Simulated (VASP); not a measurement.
A run of VASP 6.6.1 is set up as follows.

INCAR

```
PREC = Accurate
ENCUT = 300
EDIFF = 1E-6
ISMEAR = 0
SIGMA = 0.03
LREAL = F
LASPH = T
NELM = 80
ALGO = Normal
ISIF = 3
LWAVE = F
LCHARG = F
GGA = PE
IBRION = 2
NSW = 90
EDIFFG = -0.01
```

KPOINTS

```
Automatic mesh
0
Gamma
  3 3 3
```

POSCAR

```
CsPbCl3
1.0
    5.6050000000      0.0000000000      0.0000000000
    0.0000000000      5.6050000000      0.0000000000
    0.0000000000      0.0000000000      5.6050000000
Cs Pb Cl
1 1 3
Direct
    0.0000000000      0.0000000000      0.0000000000
    0.5000000000      0.5000000000      0.5000000000
    0.5000000000      0.5000000000      0.0000000000
    0.0000000000      0.5000000000      0.5000000000
    0.5000000000      0.0000000000      0.5000000000
```

Potentials or basis: VASP PAW PBE potentials, release 64 (Cs_sv, Pb, Cl).

Command:

```sh
$ cat potpaw_PBE.64/Cs_sv/POTCAR potpaw_PBE.64/Pb/POTCAR potpaw_PBE.64/Cl/POTCAR > POTCAR
$ mpirun -np 1 vasp_std > vasp.out
```

Q: Estimate the relaxed cell.

A: a = 5.680 Å, b = 5.680 Å, c = 5.680 Å, α = 90.00°, β = 90.00°, γ = 90.00°.

Q: What does it give for the band gap on the k mesh?

A: 4.28 eV, direct.

Step by step:
| step | energy change (eV) | largest force (eV/Å) | pressure (GPa) | volume (Å³) |
| --- | --- | --- | --- | --- |
| 1 | 0.0000 | 0.0000 | 1.13 | 176.09 |
| 2 | -0.0241 | 0.0000 | 0.11 | 182.50 |
| 3 | -0.0244 | 0.0000 | -0.01 | 183.29 |

Caveat: the cutoff is under 1.25 times the usual one of these potentials, so pressure, stress and relaxed cells hold a basis-set (Pulay) error; spin-orbit coupling is left out, which as a rule narrows the gap of such compounds by several tenths of an eV; an odd mesh through Γ misses points on the zone boundary, where band edges often lie. Zero-point motion and thermal expansion aren't in these numbers.
